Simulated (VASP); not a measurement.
Wanted: the native input for a VASP 6.6.1 run.

```
Task                   : single point
Functional             : PBE
Potentials or basis    : VASP PAW PBE potentials, release 64 (Ta_pv, I)
Cutoff                 : 520 eV
k mesh                 : 8 × 8 × 8
Occupations            : gaussian, width 0.1 eV
Spin                   : no spin polarisation
Dipole correction      : no
Further INCAR settings : ALGO = Normal; EDIFF = 1e-06; NBANDS = 50
```

The structure of Ta3I lies in POSCAR:

```
Ta3I
1.0
    5.3383919999      0.0000000000      0.0000000000
    0.0000000000      5.3383919999      0.0000000000
    0.0000000000      0.0000000000      5.3383919999
Ta I
6 2
Direct
    0.2500000000      0.0000000000      0.5000000000
    0.7500000000      0.0000000000      0.5000000000
    0.0000000000      0.5000000000      0.2500000000
    0.0000000000      0.5000000000      0.7500000000
    0.5000000000      0.7500000000      0.0000000000
    0.5000000000      0.2500000000      0.0000000000
    0.0000000000      0.0000000000      0.0000000000
    0.5000000000      0.5000000000      0.5000000000
```

The cell was built by a generator and needn't be a form met in nature.

The cell isn't the ideal one: species swapped into the Ta3Sb type (Pm-3n, No. 223).

One way to write it, as run:

INCAR

```
SYSTEM = Ta3I
PREC = Accurate
ENCUT = 520
EDIFF = 1E-6
ISMEAR = 0
SIGMA = 0.1
LREAL = .FALSE.
LASPH = .TRUE.
NELM = 80
ALGO = Normal
ISIF = 2
LWAVE = .FALSE.
LCHARG = .TRUE.
GGA = PE
LELF = .TRUE.
LVHAR = .TRUE.
NBANDS = 50
```

KPOINTS

```
Automatic mesh
0
G
  8 8 8
  0 0 0
```

Potentials or basis: VASP PAW PBE potentials, release 64 (Ta_pv, I).

Command:

```sh
$ cat potpaw_PBE.64/Ta_pv/POTCAR potpaw_PBE.64/I/POTCAR > POTCAR
$ mpirun -np 1 vasp_std > vasp.out
```

It gave:

| Property | Result |
| --- | --- |
| Pressure | 0.0 GPa |
| Band gap on the k mesh | none (metal or under the smearing width) |

Wall time 4 min on 1 thread of Intel(R) Xeon(R) 6975P-C (Granite Rapids) (shared host), peak memory 0.36 GiB.
